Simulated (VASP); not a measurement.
Consider the following.

```xyz
2
Lattice="3.0014 0.0000 0.0000 0.0000 3.0014 0.0000 0.0000 0.0000 3.0014" Properties=species:S:1:pos:R:3 pbc="T T T"
Al     1.5007     1.5007     1.5007
Ru     0.0000     0.0000     0.0000
```

Computed with PBE GGA, VASP's PBE PAW potentials (set 64) (plane waves; VASP). Run with 480 eV cut-off, 12×12×12 Γ-centred mesh, first-order Methfessel-Paxton smearing of 0.10 eV, potentials Al Ru_pv.

Energy and stress use the plane-wave basis of the starting cell.

Q: The ions, cell shape and volume at an external pressure of 30.0 GPa are relaxed. Predict the relaxed structure.

A: 
```xyz
2
Lattice="2.8908 0.0000 0.0000 0.0000 2.8908 0.0000 0.0000 0.0000 2.8908" Properties=species:S:1:pos:R:3 pbc="T T T"
Al     1.4454     1.4454     1.4454
Ru     0.0000     0.0000     0.0000
```
Space group Pm-3m (221), at a tolerance of 0.03 Å.

Q: How do energy and volume change from the first to the last step?

A: The energy (σ→0) changes by +123.5 meV/atom and the volume by -10.6 %, in 5 ionic steps.

The compound is RuAl in the CsCl type structure. This run relaxes it under an external pressure of 30 GPa. Symmetry was kept, so distortions that lower it aren't found. The electron count is odd and the run is not spin-polarised, which forces a metal.
